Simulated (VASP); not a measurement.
Input:

```yaml
crystal:
  lattice:
    - [4.65735, 0.00000, 0.00000]
    - [0.00000, 4.65735, 0.00000]
    - [0.00000, 0.00000, 4.65735]
  atoms:
    - { symbol: Fe, position: [0.86514, 0.63486, 0.36514], spin: 1.1 }
    - { symbol: Fe, position: [0.36514, 0.86514, 0.63486], spin: 1.1 }
    - { symbol: Fe, position: [0.13486, 0.13486, 0.13486], spin: 1.1 }
    - { symbol: Fe, position: [0.63486, 0.36514, 0.86514], spin: 1.1 }
    - { symbol: Ge, position: [0.15828, 0.34172, 0.65828], spin: -0.1 }
    - { symbol: Ge, position: [0.65828, 0.15828, 0.34172], spin: -0.1 }
    - { symbol: Ge, position: [0.84172, 0.84172, 0.84172], spin: -0.1 }
    - { symbol: Ge, position: [0.34172, 0.65828, 0.15828], spin: -0.1 }
```

All values below come from PBE GGA, VASP's PBE PAW potentials (set 64) (plane waves; VASP). Settings: 400 eV cut-off, 8×8×8 Γ-centred mesh, tetrahedra with Blöchl corrections, potentials Fe Ge_d.

Question: Tabulate the total density of states (states/eV per cell) against energy (eV; zero at the valence-band maximum or, without a gap, the Fermi level).

Answer: 
(E (eV), DOS (states/eV)): (-9.94, 0.49); (-9.62, 0.23); (-9.29, 2.24); (-8.86, 2.51); (-8.53, 2.28); (-8.21, 1.50); (-7.88, 1.43); (-7.56, 2.42); (-7.24, 0.00); (-6.80, 0.00); (-6.48, 1.15); (-6.15, 1.35); (-5.83, 1.95); (-5.50, 3.90); (-5.07, 3.23); (-4.75, 1.83); (-4.42, 4.83); (-4.10, 4.09); (-3.77, 2.59); (-3.45, 2.98); (-3.01, 4.74); (-2.69, 6.17); (-2.36, 12.9); (-2.04, 6.84); (-1.71, 10.00); (-1.39, 10.9); (-0.96, 10.3); (-0.63, 5.72); (-0.31, 9.76); (0.02, 6.48); (0.34, 4.69); (0.78, 8.88); (1.10, 1.24); (1.43, 5.83); (1.75, 4.93); (2.07, 4.55); (2.40, 3.97); (2.83, 3.76); (3.16, 2.76); (3.48, 3.42)
Within 2 eV below the Fermi level the largest weight inside VASP's projection spheres is Fe d.

The compound is FeGe in the B20 structure. It was relaxed first.
